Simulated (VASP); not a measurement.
Here is the system:

```
AgI
1.0
    2.30758    -3.99685     0.00000
    2.30758     3.99685     0.00000
    0.00000     0.00000     7.54425
Ag I
2 2
Direct
  0.66667   0.33333   0.50009
  0.33333   0.66667   0.00009
  0.66667   0.33333   0.87491
  0.33333   0.66667   0.37491
```

The numbers are results of optB86b-vdW, VASP's PBE PAW potentials (set 64) (plane waves; VASP 6.6.1), not measurements. Numerical set-up: 520 eV cut-off, Gaussian smearing of 0.050 eV, potentials Ag I.

Unless said otherwise, spin-orbit coupling is left out, though it shifts the bands of the heavy elements here.

Problem. Predict the band gap (along the path) with the smallest direct gap where there is one.

Solution. 
- band gap (along the path) = 1.26 eV
- smallest direct gap (along the path) = 1.26 eV

The compound is AgI in the wurtzite structure. It was relaxed first.
